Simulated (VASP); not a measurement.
A convergence study with VASP on YN (rock salt): one setting is varied, all else stays as given below, so the limit is that of these other settings. Each run relaxes cell and ions from the cell shown. The basis is that of the starting cell, so low cut-offs carry a Pulay error.

```yaml
crystal:
  lattice:
    - [0.00000, 2.44000, 2.44000]
    - [2.44000, 0.00000, 2.44000]
    - [2.44000, 2.44000, 0.00000]
  atoms:
    - { symbol: Y, position: [0.00000, 0.00000, 0.00000] }
    - { symbol: N, position: [0.50000, 0.50000, 0.50000] }
```

The numbers are results of PBE GGA, VASP's PBE PAW potentials (set 64) (plane waves; VASP), not measurements. The tightest run used: 800 eV cut-off, 8×8×8 Γ-centred mesh, Gaussian smearing of 0.050 eV, potentials Y_sv N.

```json
[
 {"setting": "ENCUT = 250", "relaxed volume (Å³/atom)": "13.037", "E (eV/atom)": "-9.2928", "plane waves": "273"},
 {"setting": "ENCUT = 300", "relaxed volume (Å³/atom)": "13.726", "E (eV/atom)": "-9.1386", "plane waves": "360"},
 {"setting": "ENCUT = 350", "relaxed volume (Å³/atom)": "14.236", "E (eV/atom)": "-9.1135", "plane waves": "445"},
 {"setting": "ENCUT = 400", "relaxed volume (Å³/atom)": "14.536", "E (eV/atom)": "-9.1141", "plane waves": "544"}
]
```

Problem. These are the cheaper rows. Estimate the results at ENCUT = 800, and how far the last row shown lies from them.

Solution. 
```tsv
quantity	tightest run	last row shown is off by
relaxed volume (Å³/atom)	14.746	-0.210
E (eV/atom)	-9.1167	0.0026
```

Left out are rungs that failed or repeat a setting and relaxations that didn't move; long series are thinned to 24 rows.

The compound is YN in the rock salt structure.
